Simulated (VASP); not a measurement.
## Osmium: the relaxed cell at several levels of theory

Aim: relax Osmium at several levels of theory and compare the cells. The starting structure is a measured crystal structure from the Crystallography Open Database.

Program: VASP 6.6.1. Level of theory: Kohn-Sham DFT with plane waves and PAW; PBEsol, r2SCAN, PBE and LDA. Results are calculated unless marked as measured.

## Step 1: Set-up

Symmetry: P6_3/mmc, No. 194, hexagonal system. Conventional cell: a = 2.734 Å, b = 2.734 Å, c = 4.320 Å, α = 90.00°, β = 90.00°, γ = 120.00°. Os has 12 Os at 2.68 to 2.73 Å nearest.

As a file:

```cif
data_structure
_symmetry_space_group_name_H-M 'P6_3/mmc'
_symmetry_Int_Tables_number 194
_cell_length_a 2.7341
_cell_length_b 2.7341
_cell_length_c 4.3197
_cell_angle_alpha 90.000
_cell_angle_beta 90.000
_cell_angle_gamma 120.000
_cell_volume 27.96
loop_
_atom_site_label
_atom_site_type_symbol
_atom_site_symmetry_multiplicity
_atom_site_Wyckoff_symbol
_atom_site_fract_x
_atom_site_fract_y
_atom_site_fract_z
_atom_site_occupancy
Os1 Os 2 c 0.66667 0.33333 0.75000 1
```

## Step 2: Relaxation with PBEsol

PBEsol restores the gradient expansion of exchange and is tuned for the cells of solids. This run starts from the cell of an earlier relaxation, which isn't shown; the restart sets up the plane waves anew.

File INCAR:

```
SYSTEM = Os
PREC = Accurate
ENCUT = 520
EDIFF = 1E-07
NELM = 100
ISMEAR = 1
SIGMA = 0.15
LREAL = .FALSE.
ALGO = Normal
GGA = PS
NBANDS = 14
LASPH = .TRUE.
LORBIT = 11
LWAVE = .FALSE.
LCHARG = .FALSE.
KPAR = 4
IBRION = 2
NSW = 50
ISIF = 3
EDIFFG = -0.005
```

File POSCAR:

```
Os
1.0
    2.7301787121      0.0000000000      0.0000000000
   -1.3650893561      2.3644041216      0.0000000000
    0.0000000000      0.0000000000      4.3074637594
Os
2
Direct
    0.6666666667      0.3333333333      0.7500000000
    0.3333333333      0.6666666667      0.2500000000
```

File KPOINTS:

```
Automatic mesh
0
Gamma
20 20 12
0 0 0
```

Potentials, in the order of the species: Os (PBE family, release 64).

On the command line:

```console
$ mpirun -np 4 vasp_std
```

Output:

```text
[banner, memory and clock lines left out]
running    4 mpi-ranks, on    1 nodes
 distrk:  each k-point on    1 cores,    4 groups
 distr:  one band on    1 cores,    1 groups

 POSCAR found type information on POSCAR Os
 POSCAR found :  1 types and       2 ions
|                                                                             |
|               ----> ADVICE to this user running VASP <----                  |
|                                                                             |
|     You enforced a specific xc type in the INCAR file but a different       |
|     [... a line on the potential file left out ...]
|     I HOPE YOU KNOW WHAT YOU ARE DOING!                                     |
|                                                                             |

 LDA part: xc-table for (Slater+PW92), standard interpolation
 POSCAR, INCAR and KPOINTS ok, starting setup
 FFT: planning ... GRIDC
 FFT: planning ... GRID_SOFT
 FFT: planning ... GRID
 WAVECAR not read
 entering main loop
       N       E                     dE             d eps       ncg     rms          rms(c)
DAV:   1     0.102486180156E+03    0.10249E+03   -0.75280E+03  8624   0.110E+03
DAV:   2    -0.206979248858E+02   -0.12318E+03   -0.10882E+03  8890   0.351E+02
DAV:   3    -0.259826598135E+02   -0.52847E+01   -0.50469E+01 11348   0.627E+01
DAV:   4    -0.260353092101E+02   -0.52649E-01   -0.52578E-01  9478   0.646E+00
DAV:   5    -0.260356184088E+02   -0.30920E-03   -0.30917E-03 11216   0.450E-01    0.246E+01
DAV:   6    -0.248445311293E+02    0.11911E+01   -0.11032E+00 10646   0.912E+00    0.110E+01
DAV:   7    -0.244990278309E+02    0.34550E+00   -0.73460E-01 10914   0.734E+00    0.542E-01
DAV:   8    -0.244925288926E+02    0.64989E-02   -0.68821E-03  8834   0.660E-01    0.340E-01
DAV:   9    -0.244896340099E+02    0.28949E-02   -0.16552E-03 10100   0.445E-01    0.530E-02
DAV:  10    -0.244896549901E+02   -0.20980E-04   -0.63977E-05 10892   0.739E-02    0.107E-02
DAV:  11    -0.244896336264E+02    0.21364E-04   -0.48028E-06  9668   0.237E-02    0.142E-03
DAV:  12    -0.244896329311E+02    0.69522E-06   -0.13172E-07  9008   0.397E-03    0.972E-04
DAV:  13    -0.244896328163E+02    0.11482E-06   -0.95751E-09  5116   0.889E-04    0.277E-04
DAV:  14    -0.244896327897E+02    0.26653E-07   -0.17655E-09  4744   0.502E-04
   1 F= -.24489633E+02 E0= -.24490208E+02  d E =-.244896E+02
 curvature:   0.00 expect dE= 0.000E+00 dE for cont linesearch  0.000E+00
 trial: gam= 0.00000 g(F)=  0.580E-49 g(S)=  0.178E-05 ort = 0.000E+00 (trialstep = 0.100E+01)
 search vector abs. value=  0.178E-05
 reached required accuracy - stopping structural energy minimisation
```

Wall time 12 s (4 MPI ranks of Intel Xeon 6975P-C (Granite Rapids), shared host); peak memory 0.83 GiB.

The logs omit lines about the potential files and the build; timing stands in the text.

From OUTCAR (step 2):

```text
ion  position               nearest neighbor table
   1  0.667  0.333  0.750-   2 2.67   2 2.67   2 2.67   2 2.67   2 2.67   2 2.67
   2  0.333  0.667  0.250-   1 2.67   1 2.67   1 2.67   1 2.67   1 2.67   1 2.67

  LATTYP: Found a hexagonal cell.
 ALAT       =     2.7301787121
 C/A-ratio  =     1.5777222716

 Subroutine GETGRP returns: Found 24 space group operations
 (whereof 12 operations were pure point group operations)

The static configuration has the point symmetry D_3d.
 The point group associated with its full space group is D_6h.

 Found    308 irreducible k-points:

   k-points           NKPTS =    308   k-points in BZ     NKDIM =    308   number of bands    NBANDS=     14

   dimension x,y,z NGX =    20 NGY =   20 NGZ =   32
   dimension x,y,z NGXF=    40 NGYF=   40 NGZF=   64

   ENCUT  =  520.0 eV  38.22 Ry    6.18 a.u.   5.08  5.08  8.01*2*pi/ulx,y,z

   NELECT =      16.0000    total number of electrons

 k-points in reciprocal lattice and weights: Automatic mesh
   0.00000000  0.00000000  0.00000000       0.000
   0.05000000  0.00000000  0.00000000       0.001
   0.10000000  0.00000000  0.00000000       0.001
   0.15000000 -0.00000000  0.00000000       0.001
   0.20000000  0.00000000  0.00000000       0.001
   0.25000000  0.00000000  0.00000000       0.001
   0.30000000 -0.00000000  0.00000000       0.001
   0.35000000 -0.00000000  0.00000000       0.001
   0.40000000  0.00000000  0.00000000       0.001
[...]
0.30000000  0.30000000  0.50000000       0.001
   0.35000000  0.30000000  0.50000000       0.001

 average (electrostatic) potential at core
       1 -43.0150       2 -43.0150

 E-fermi :   9.4383

 k-point     1 :       0.0000    0.0000    0.0000
  band No.  band energies     occupation
    ...
      6       7.1553      2.00000
      7       7.1553      2.00000
      8       7.8086      2.00000
      9       7.8086      2.00000
     10       9.4146      1.26337
     11      11.1084     -0.00000
     12      11.1084     -0.00000
     13      18.5325      0.00000
     14      23.4255      0.00000

 k-point     2 :       0.0500    0.0000    0.0000
  band No.  band energies     occupation
    ...
      6       7.0920      2.00000
      7       7.2398      2.00000
      8       7.6880      2.00000
      9       7.7337      2.00000
     10       8.8916      2.00000
     11      11.1613     -0.00000
     12      11.7785     -0.00000
     13      18.5265      0.00000
     14      23.6406      0.00000

 k-point     3 :       0.1000    0.0000    0.0000
  band No.  band energies     occupation
    ...
      6       7.1479      2.00000
      7       7.2087      2.00000
      8       7.4898      2.00000
      9       7.5313      2.00000
     10       8.2582      2.00000
     11      11.2996     -0.00000
     12      12.9764      0.00000
     13      18.4939      0.00000
     14      24.2400      0.00000

  Total        0.0046993      0.0046993      0.0054515     -0.0000000     -0.0000000      0.0000000
  in kB        0.2707754      0.2707754      0.3141184     -0.0000000     -0.0000000      0.0000000
  external PRESSURE =       0.2852230 kB  Pullay stress =       0.0000000 kB

  energy-cutoff  :      520.00
  volume of cell :       27.81
      direct lattice vectors                 reciprocal lattice vectors
     2.730178712  0.000000000  0.000000000     0.366276389  0.211469772  0.000000000
    -1.365089356  2.364404122  0.000000000     0.000000000  0.422939544  0.000000000
     0.000000000  0.000000000  4.307463759     0.000000000  0.000000000  0.232155174

 POSITION                                       TOTAL-FORCE (eV/Angst)
 -----------------------------------------------------------------------------------
      1.36509      0.78813      3.23060         0.000000      0.000000      0.000000
     -0.00000      1.57627      1.07687        -0.000000      0.000000      0.000000
 -----------------------------------------------------------------------------------
    total drift:                               -0.000000      0.000000     -0.000000

  FREE ENERGIE OF THE ION-ELECTRON SYSTEM (eV)
  ---------------------------------------------------
  free  energy   TOTEN  =       -24.4896327897 eV

  energy  without entropy=      -24.4913585367  energy(sigma->0) =      -24.49020804

 reached required accuracy - stopping structural energy minimisation

 total charge
# of ion       s       p       d       tot
------------------------------------------
    1        0.665   0.800   6.039   7.504
    2        0.665   0.800   6.039   7.504
--------------------------------------------------
tot          1.330   1.600  12.079  15.009

[... 3 further parts left out ...]
```

CONTCAR:

```
Os
   1.00000000000000
     2.7301787120999998    0.0000000000000000    0.0000000000000000
    -1.3650893560999999    2.3644041215999998    0.0000000000000000
     0.0000000000000000    0.0000000000000000    4.3074637594000000
  Os
     2
Direct
     0.6666666667000030    0.3333333332999970    0.7500000000000000
     0.3333333332999970    0.6666666667000030    0.2500000000000000
```

The PAW data sets were made with PBE, which is usual practice but a small mismatch for other functionals. The run keeps the 24 symmetry operations of its start, so it cannot find a distortion of lower symmetry.

With PBEsol the relaxed cell holds 13.903 Å³ an atom, -0.57 % against the measured cell, with a = 2.730 Å and c = 4.307 Å.

## Step 3: Relaxation with r2SCAN

r2SCAN adds the kinetic-energy density, costs more than a GGA and is run with LASPH. This run starts from the cell of an earlier relaxation, which isn't shown; the restart sets up the plane waves anew.

Edit INCAR of step 2 so:

```diff
@@ -9,5 +9,5 @@
 ALGO = Normal
-GGA = PS
+METAGGA = R2SCAN
+LASPH = .TRUE.
 NBANDS = 14
-LASPH = .TRUE.
 LORBIT = 11
```

File POSCAR:

```
Os
1.0
    2.7403393224      0.0000000000      0.0000000000
   -1.3701696612      2.3732034682      0.0000000000
    0.0000000000      0.0000000000      4.3185380026
Os
2
Direct
    0.6666666667      0.3333333333      0.7500000000
    0.3333333333      0.6666666667      0.2500000000
```

KPOINTS is that of step 2.

On the command line:

```console
$ mpirun -np 4 vasp_std
```

Output:

```text
[banner, memory and clock lines left out]
running    4 mpi-ranks, on    1 nodes
[...]
[... a notice as in an earlier step ...]

 LDA part: xc-table for (None), standard interpolation
 POSCAR, INCAR and KPOINTS ok, starting setup
[...]
entering main loop
       N       E                     dE             d eps       ncg     rms          rms(c)
DAV:   1     0.238663974363E+02    0.23866E+02   -0.78581E+03  8624   0.115E+03
DAV:   2    -0.102986865399E+03   -0.12685E+03   -0.11190E+03  8956   0.362E+02
DAV:   3    -0.108650036297E+03   -0.56632E+01   -0.53793E+01 11258   0.662E+01
DAV:   4    -0.108705583735E+03   -0.55547E-01   -0.55350E-01  9410   0.684E+00
[...]
DAV:  12    -0.106011727736E+03    0.22309E-05   -0.44213E-07 11030   0.881E-03    0.144E-03
DAV:  13    -0.106011727413E+03    0.32282E-06   -0.15224E-08  5110   0.150E-03    0.308E-04
DAV:  14    -0.106011727355E+03    0.57358E-07   -0.55235E-09  4792   0.712E-04
   1 F= -.10601173E+03 E0= -.10601229E+03  d E =-.106012E+03
[...]
reached required accuracy - stopping structural energy minimisation
```

It took 41 s on 4 MPI ranks; peak memory 0.85 GiB.

From OUTCAR (step 3):

```text
  Total        0.0016483      0.0016483      0.0042641     -0.0000000     -0.0000000      0.0000000
  in kB        0.0940337      0.0940337      0.2432573     -0.0000000     -0.0000000      0.0000000
  external PRESSURE =       0.1437749 kB  Pullay stress =       0.0000000 kB

 POSITION                                       TOTAL-FORCE (eV/Angst)
 -----------------------------------------------------------------------------------
      1.37017      0.79107      3.23890        -0.000000      0.000000      0.000000
     -0.00000      1.58214      1.07963         0.000000      0.000000      0.000000
 -----------------------------------------------------------------------------------
    total drift:                                0.000000     -0.000000     -0.000000

  FREE ENERGIE OF THE ION-ELECTRON SYSTEM (eV)
  ---------------------------------------------------
  free  energy   TOTEN  =      -106.0117273554 eV

  energy  without entropy=     -106.0134064099  energy(sigma->0) =     -106.01228704

[... 2 parts as in an earlier step ...]

[... 2 further parts left out ...]
[key lines of the parts left out:]
E-fermi :   9.2453
```

With r2SCAN the relaxed cell holds 14.043 Å³ an atom, +0.43 % against the measured cell, with a = 2.740 Å and c = 4.319 Å. That is +1.00 % from PBEsol.

## Step 4: Relaxation with PBE

PBE, the usual starting point, adds the gradient of the density. This run starts from the cell of an earlier relaxation, which isn't shown; the restart sets up the plane waves anew.

Edit INCAR of step 3 so:

```diff
@@ -9,5 +9,5 @@
 ALGO = Normal
-METAGGA = R2SCAN
+GGA = PE
+NBANDS = 14
 LASPH = .TRUE.
-NBANDS = 14
 LORBIT = 11
```

File POSCAR:

```
Os
1.0
    2.7543387262      0.0000000000      0.0000000000
   -1.3771693631      2.3853273075      0.0000000000
    0.0000000000      0.0000000000      4.3430310546
Os
2
Direct
    0.6666666667      0.3333333333      0.7500000000
    0.3333333333      0.6666666667      0.2500000000
```

KPOINTS is that of step 3.

On the command line:

```console
$ mpirun -np 4 vasp_std
```

Output:

```text
[banner, memory and clock lines left out]
running    4 mpi-ranks, on    1 nodes
[...]
LDA part: xc-table for (Slater+PW92), standard interpolation
 POSCAR, INCAR and KPOINTS ok, starting setup
[...]
entering main loop
       N       E                     dE             d eps       ncg     rms          rms(c)
DAV:   1     0.103055299723E+03    0.10306E+03   -0.75268E+03  8632   0.110E+03
DAV:   2    -0.184770563303E+02   -0.12153E+03   -0.10741E+03  8954   0.347E+02
DAV:   3    -0.238801109293E+02   -0.54031E+01   -0.51444E+01 11422   0.630E+01
DAV:   4    -0.239390643021E+02   -0.58953E-01   -0.58733E-01  9356   0.674E+00
[...]
DAV:  12    -0.225023497473E+02    0.97577E-06   -0.11635E-07  8936   0.385E-03    0.918E-04
DAV:  13    -0.225023495538E+02    0.19342E-06   -0.99628E-09  5104   0.914E-04    0.237E-04
DAV:  14    -0.225023494911E+02    0.62747E-07   -0.24738E-09  4702   0.643E-04
   1 F= -.22502349E+02 E0= -.22502958E+02  d E =-.225023E+02
[...]
reached required accuracy - stopping structural energy minimisation
```

Run time: 12 s. Hardware: 4 MPI ranks; peak memory 0.84 GiB.

Parts of OUTCAR (step 4):

```text
  Total        0.0043980      0.0043980      0.0048795      0.0000000      0.0000000     -0.0000000
  in kB        0.2469518      0.2469518      0.2739830      0.0000000      0.0000000     -0.0000000
  external PRESSURE =       0.2559622 kB  Pullay stress =       0.0000000 kB

 POSITION                                       TOTAL-FORCE (eV/Angst)
 -----------------------------------------------------------------------------------
      1.37717      0.79511      3.25727         0.000000     -0.000000      0.000000
     -0.00000      1.59022      1.08576        -0.000000      0.000000      0.000000
 -----------------------------------------------------------------------------------
    total drift:                               -0.000000      0.000000     -0.000000

  FREE ENERGIE OF THE ION-ELECTRON SYSTEM (eV)
  ---------------------------------------------------
  free  energy   TOTEN  =       -22.5023494911 eV

  energy  without entropy=      -22.5041762889  energy(sigma->0) =      -22.50295842

[... 2 parts as in an earlier step ...]

[... 2 further parts left out ...]
[key lines of the parts left out:]
E-fermi :   9.2100
```

With PBE the relaxed cell holds 14.267 Å³ an atom, +2.03 % against the measured cell, with a = 2.754 Å and c = 4.343 Å. That is +2.62 % from PBEsol.

## Step 5: Relaxation with LDA

LDA, the lowest rung, knows the local density alone. This run starts from the cell of an earlier relaxation, which isn't shown; the restart sets up the plane waves anew.

Edit INCAR of step 4 so:

```diff
@@ -9,3 +9,3 @@
 ALGO = Normal
-GGA = PE
+GGA = CA
 NBANDS = 14
```

File POSCAR:

```
Os
1.0
    2.7187714171      0.0000000000      0.0000000000
   -1.3593857085      2.3545251143      0.0000000000
    0.0000000000      0.0000000000      4.2884966927
Os
2
Direct
    0.6666666667      0.3333333333      0.7500000000
    0.3333333333      0.6666666667      0.2500000000
```

KPOINTS is that of step 4.

PAW data sets: Os (LDA family, release 64).

On the command line:

```console
$ mpirun -np 4 vasp_std
```

Output:

```text
[banner, memory and clock lines left out]
running    4 mpi-ranks, on    1 nodes
[...]
LDA part: xc-table for (Slater(with rela. corr.)+CA(PZ))
 , standard interpolation
 POSCAR, INCAR and KPOINTS ok, starting setup
[...]
entering main loop
       N       E                     dE             d eps       ncg     rms          rms(c)
DAV:   1     0.977744075789E+02    0.97774E+02   -0.76334E+03  8624   0.110E+03
DAV:   2    -0.219011894004E+02   -0.11968E+03   -0.10589E+03  8926   0.342E+02
DAV:   3    -0.268603629218E+02   -0.49592E+01   -0.47656E+01 11476   0.607E+01
DAV:   4    -0.269038483596E+02   -0.43485E-01   -0.43366E-01  9274   0.582E+00
[...]
DAV:  10    -0.253104709210E+02   -0.64569E-05   -0.24260E-05 10664   0.386E-02    0.157E-02
DAV:  11    -0.253104643035E+02    0.66174E-05   -0.20341E-06  9938   0.169E-02    0.134E-03
DAV:  12    -0.253104642114E+02    0.92109E-07   -0.54758E-08  7006   0.258E-03
   1 F= -.25310464E+02 E0= -.25311080E+02  d E =-.253105E+02
[...]
reached required accuracy - stopping structural energy minimisation
```

It took 10 s on 4 MPI ranks; peak memory 0.8 GiB.

OUTCAR, selected parts (step 5):

```text
  Total       -0.0013133     -0.0013133     -0.0013952     -0.0000000     -0.0000000      0.0000000
  in kB       -0.0766493     -0.0766493     -0.0814244     -0.0000000     -0.0000000      0.0000000
  external PRESSURE =      -0.0782410 kB  Pullay stress =       0.0000000 kB

 POSITION                                       TOTAL-FORCE (eV/Angst)
 -----------------------------------------------------------------------------------
      1.35939      0.78484      3.21637        -0.000000     -0.000000      0.000000
     -0.00000      1.56968      1.07212         0.000000      0.000000      0.000000
 -----------------------------------------------------------------------------------
    total drift:                               -0.000000      0.000000     -0.000000

  FREE ENERGIE OF THE ION-ELECTRON SYSTEM (eV)
  ---------------------------------------------------
  free  energy   TOTEN  =       -25.3104642114 eV

  energy  without entropy=      -25.3123125725  energy(sigma->0) =      -25.31108033

[... 2 parts as in an earlier step ...]

[... 2 further parts left out ...]
[key lines of the parts left out:]
E-fermi :   9.7197
```

With LDA the relaxed cell holds 13.726 Å³ an atom, -1.83 % against the measured cell, with a = 2.719 Å and c = 4.288 Å. That is -1.27 % from PBEsol.

## Step 6: The runs compared

```tsv
level	volume (Å³/atom)	against the measured cell (%)	a (Å)	c (Å)	pressure left (GPa)	core minutes
PBEsol	13.903	-0.57	2.7302	4.3075	0.03	3.49
r2SCAN	14.043	0.43	2.7403	4.3185	0.01	12.0
PBE	14.267	2.03	2.7543	4.343	0.03	5.33
LDA	13.726	-1.83	2.7188	4.2885	-0.01	4.33
```

Core minutes are wall time times ranks, summed over the relaxations behind a row (those for a bulk modulus apart), on shared hosts.

## Step 7: Results

```yaml
volume_pbesol: 13.90 Å³/atom
volume_r2scan: 14.04 Å³/atom
volume_pbe: 14.27 Å³/atom
volume_lda: 13.73 Å³/atom
```

**Reading.** Across 4 levels the volume of Osmium spans 3.9 %, from 13.73 Å³ an atom (LDA) to 14.27 Å³ (PBE). Against the measured volume of the starting structure, r2SCAN comes nearest (+0.4 %) and PBE lies farthest (+2.0 %). The measured cell holds zero-point expansion and, unless it was taken cold, thermal expansion, which the runs lack, so small differences decide nothing. Spin-orbit coupling is left out of all runs, which can matter with elements this heavy. All runs keep the symmetry of the start, so they can't find a distortion of lower symmetry.

[Lines on the potential files, build, host, timing and source positions are cut from VASP's logs without a mark.]

[Logs are printed without paths, hosts, clocks, repeated set-up lines and the standing remarks that a program may print on its own settings, such as how far it seeks lower states.]

[Hosts, paths, dates, database ids (printed as entryN), source tags and the programs' standing remarks are cut or masked in the printed files.]
